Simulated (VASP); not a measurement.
Runs of VASP 6.6.1 on Sc. Symmetry: P6_3/mmc, No. 194, hexagonal system. The conventional cell has a = 3.291 Å, b = 3.291 Å, c = 5.333 Å, α = 90.00°, β = 90.00°, γ = 120.00°. Sc (site symmetry -6m2) has 12 Sc at 3.27 to 3.29 Å as nearest neighbours. 

```csv
task,level,potentials or basis,cell,k mesh,cutoff (eV),mesh quality,gap on the mesh (eV),pressure (GPa),relaxed volume (Å³/atom)
relaxation of cell and atoms,PBEsol,"VASP PAW PBE potentials, release 64 (Sc_sv)",relaxed,15 × 15 × 8,480,not flagged,none,0.0,23.64
relaxation of cell and atoms,PBEsol,"VASP PAW PBE potentials, release 64 (Sc_sv)",relaxed,15 × 15 × 8,600,not flagged,none,0.0,23.67
relaxation of cell and atoms,RPBE,"VASP PAW PBE potentials, release 64 (Sc_sv)",relaxed,15 × 15 × 8,600,not flagged,none,0.0,25.64
relaxation of cell and atoms,LDA,"VASP PAW LDA potentials, release 64 (Sc_sv)",relaxed,15 × 15 × 8,600,not flagged,none,0.0,22.57
relaxation of cell and atoms,PBEsol,"VASP PAW PBE potentials, release 64 (Sc_sv)",relaxed,6 × 6 × 4,600,coarse,none,0.0,23.63
relaxation of cell and atoms,PBEsol,"VASP PAW PBE potentials, release 64 (Sc_sv)",relaxed,15 × 15 × 8,580,not flagged,none,0.0,23.66
single point,PBEsol,"VASP PAW PBE potentials, release 64 (Sc_sv)",as given,15 × 15 × 8,520,not flagged,none,-2.8,-
relaxation of cell and atoms,PBEsol,"VASP PAW PBE potentials, release 64 (Sc_sv)",relaxed,15 × 15 × 8,300,not flagged,none,0.0,(a)
relaxation of cell and atoms,PBE+D3(BJ),"VASP PAW PBE potentials, release 64 (Sc_sv)",relaxed,15 × 15 × 8,600,not flagged,none,0.0,23.50
relaxation of cell and atoms,PBE,"VASP PAW PBE potentials, release 64 (Sc_sv)",relaxed,15 × 15 × 8,600,not flagged,none,0.0,(b)
```

Alike in all rows: no spin polarisation; smearing gaussian 0.1 eV.

Problem. Fill in the values left out.

Solution. (a) 23.46; (b) 24.67.

Caveats: some runs use coarse meshes; the PAW data sets were made with another functional, which shifts forces and pressure a little (some runs); pairwise dispersion overbinds metals, which lowers pressure and volume (some runs).

A gap of «none» marks a metal or a gap under the smearing width.
